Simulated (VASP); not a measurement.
Wanted: the native input for a VASP 6.6.1 run.

```
Task                   : single point
Functional             : PBE
Potentials or basis    : VASP PAW PBE potentials, release 64 (Zn, Ge_d, N)
Cutoff                 : 520 eV
k mesh                 : 6 × 6 × 4
Occupations            : gaussian, width 0.1 eV
Spin                   : no spin polarisation
Dipole correction      : no
Further INCAR settings : ALGO = Normal; EDIFF = 1e-07; NBANDS = 30
```

The structure of Zn2GeN lies in POSCAR:

```
Zn2GeN
1.0
    3.5245000000      0.0000000000      0.0000000000
   -1.7622500000      3.0523065400      0.0000000000
    0.0000000000      0.0000000000      7.1671730000
Zn Ge N
2 1 1
Direct
    0.0000000000      0.0000000000      0.7368558000
    0.0000000000      0.0000000000      0.2631442000
    0.6666666700      0.3333333300      0.5000000000
    0.0000000000      0.0000000000      0.0000000000
```

The cell was built by a generator and needn't be a form met in nature.

The input as run:

INCAR

```
ALGO = Normal
EDIFF = 1E-7
ENCUT = 520
GGA = PE
ISIF = 2
ISMEAR = 0
LASPH = T
LCHARG = T
LELF = T
LREAL = F
LVHAR = T
LWAVE = F
NBANDS = 30
NELM = 100
PREC = Accurate
SIGMA = 0.1
```

KPOINTS

```
k-points
0
Gamma
  6 6 4
```

Potentials or basis: VASP PAW PBE potentials, release 64 (Zn, Ge_d, N).

Run with:

```bash
$ cat potpaw_PBE.64/Zn/POTCAR potpaw_PBE.64/Ge_d/POTCAR potpaw_PBE.64/N/POTCAR > POTCAR
$ mpirun -np 1 vasp_std > vasp.out
```

Results of the run:

* Pressure: -4.1 GPa
* Largest force: 0.926 eV/Å
* Band gap on the k mesh: none (metal or under the smearing width)

Wall time 46 s on 1 thread of Intel(R) Xeon(R) Platinum 8488C (Sapphire Rapids) (shared host), peak memory 0.21 GiB.
